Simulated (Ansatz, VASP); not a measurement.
**HPbNO4: VASP beside Ansatz**

File INCAR:

```
SYSTEM = HPbNO4
PREC = Accurate ; ENCUT = 520
EDIFF = 1E-7 ; ISMEAR = -1
SIGMA = 0.05 ; LREAL = .FALSE.
LASPH = .TRUE. ; NELM = 100
ALGO = Normal ; ISIF = 2
LWAVE = .FALSE. ; LCHARG = .FALSE.
GGA = PE ; NBANDS = 31
KPAR = 4
```

File KPOINTS:

```
regular mesh
0
G
  7 7 5
  0 0 0
```

POSCAR

```
HPbNO4
1.0
    4.2040700000      0.0000000000      0.0000000000
    2.0217200000      3.8395200000      0.0000000000
    2.0468600000      1.2790000000      6.2813200000
H Pb N O
1 1 1 4
Direct
    0.8914500000      0.6820200000      0.6279600000
    0.1442600000      0.9287200000      0.8835200000
    0.2567000000      0.2886100000      0.3017100000
    0.8310800000      0.6505600000      0.7840500000
    0.3869400000      0.2238000000      0.1129500000
    0.3110400000      0.0357600000      0.4585600000
    0.0772600000      0.6063300000      0.3227500000
```

File input.yaml:

```yaml
crystal:
  lattice:
    - [4.20407, 0.0, 0.0]
    - [2.02172, 3.83952, 0.0]
    - [2.04686, 1.279, 6.28132]
  atoms:
    - { symbol: H, position: [0.89145, 0.68202, 0.62796] }
    - { symbol: Pb, position: [0.14426, 0.92872, 0.88352] }
    - { symbol: "N", position: [0.2567, 0.28861, 0.30171] }
    - { symbol: O, position: [0.83108, 0.65056, 0.78405] }
    - { symbol: O, position: [0.38694, 0.2238, 0.11295] }
    - { symbol: O, position: [0.31104, 0.03576, 0.45856] }
    - { symbol: O, position: [0.07726, 0.60633, 0.32275] }
hamiltonian:
  xc: pbe
  pseudopotentials: { kind: paw }
kpoints:
  mp_grid: { grid: [7, 7, 5] }
  band_path:
    path:
      - [[0.0, 0.0, 0.5], [0.0, 0.0, 0.0], [0.5, 0.0, 0.0]]
      - [[0.5, 0.0, 0.5], [0.0, 0.0, 0.0], [0.0, 0.5, 0.0]]
      - [[0.0, 0.5, 0.5], [0.0, 0.0, 0.0], [0.5, 0.5, 0.0]]
      - [[0.5, 0.5, 0.5], [0.0, 0.0, 0.0]]
    npoints: 10
scf:
  occupations: { method: fermi_dirac, width: 0.05 }
  n_extra_bands: 17
output:
  forces: true
  stress: true
  eigenvalues: true
  fatbands: true
  write_density: true
  write_potential: true
  elf: true
  volumetric_format: npy
```

The cell was built by a generator and needn't be a form met in nature.

Alike in both runs: functional PBE; k mesh 7 × 7 × 5; occupations fermi-dirac, width 0.05 eV; no spin polarisation.

|  | VASP | Ansatz |
| --- | --- | --- |
| version | VASP 6.6.1 | Ansatz 0.2.0 |
| potentials or method | VASP PAW PBE potentials, release 64 (H, Pb_d, N, O) | Ansatz PAW |
| plane-wave cutoff (eV) | 520 | 420 |
| valence electrons in the cell | 44 | 44 |
| task | single point | band structure |

```tsv
	VASP	Ansatz	Ansatz less VASP
gap on the k mesh at the Fermi level (eV)	2.79	2.82	+0.026
least direct gap on the mesh (eV)	2.81	2.84	+0.027
pressure (GPa)	0.6	0.0	-0.59
largest component of the traceless stress (GPa)	0.81	0.03	-0.777
rms of the force components (eV/Å)	0.152	0.001	-0.1511
```

Atom by atom the forces differ by 0.152 eV/Å (rms over components). One of these differences is far larger than is usual between the two programs; its cause wasn't traced. The functional is the same, so the differences come from potentials, cutoffs and numerics.

Caveats: spin-orbit coupling is left out, which as a rule narrows the gap of such compounds by several tenths of an eV; the standard files for N, O and F lose accuracy on very short bonds (VASP); an odd mesh through Γ misses points on the zone boundary, where band edges often lie (VASP); the pressure holds a Pulay correction of +0.6 GPa for the finite cutoff (Ansatz). PBE gaps usually lie below the measured ones, often by a third to a half.
